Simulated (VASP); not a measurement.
Here is a VASP 6.6.1 calculation.

INCAR

```
SYSTEM = BBr2
ALGO = Fast
EDIFF = 1E-7
EDIFFG = -0.005
ENCUT = 520
GGA = CA
IBRION = 2
ISIF = 2
ISMEAR = 0
LASPH = .TRUE.
LCHARG = .FALSE.
LREAL = .FALSE.
LWAVE = .FALSE.
NELM = 60
NSW = 60
PREC = Accurate
SIGMA = 0.05
```

KPOINTS

```
k-points
0
G
  6 6 6
  0 0 0
```

File POSCAR:

```
BBr2
1.0
    3.1854460400      1.8391181300      2.2596390700
   -3.1854460400      1.8391181300      2.2596390700
    0.0000000000     -3.6782362600      2.2596390700
B Br
1 2
Direct
    0.0000000000      0.0000000000      0.0000000000
    0.7202413000      0.7202413000      0.7202413000
    0.2797587000      0.2797587000      0.2797587000
```

Potentials or basis: VASP PAW LDA potentials, release 64 (B, Br).

Launch:

```bash
$ cat potpaw_LDA.64/B/POTCAR potpaw_LDA.64/Br/POTCAR > POTCAR
$ mpirun -np 1 vasp_std > vasp.out
```

Problem. What does it give for the energy gained by relaxing?

Solution. 65.6 meV/atom.

Problem. What does it give for the band gap on the k mesh?

Solution. None (metal or under the smearing width).

The path:
```
step  energy change (eV)  largest force (eV/Å)  pressure (GPa)
   1              0.0000                1.8357           -4.99
   2             -0.1967                0.0613           -1.46
   3             -0.1969                0.0086           -1.35
   4             -0.1969                0.0084           -1.35
   5             -0.1969                0.0083           -1.35
   6             -0.1969                0.0084           -1.35
   7             -0.1969                0.0084           -1.35
   8             -0.1969                0.0084           -1.35
   9             -0.1969                0.0084           -1.35
  10             -0.1969                0.0084           -1.35
  11             -0.1969                0.0083           -1.35
  12             -0.1969                0.0082           -1.35
  13             -0.1969                0.0081           -1.35
  14             -0.1969                0.0079           -1.35
  15             -0.1969                0.0073           -1.35
  16             -0.1969                0.0063           -1.35
  17             -0.1969                0.0041           -1.34
```

Caveat: an odd number of electrons without spin polarisation forces a metal; a magnetic or distorted state may lie lower.
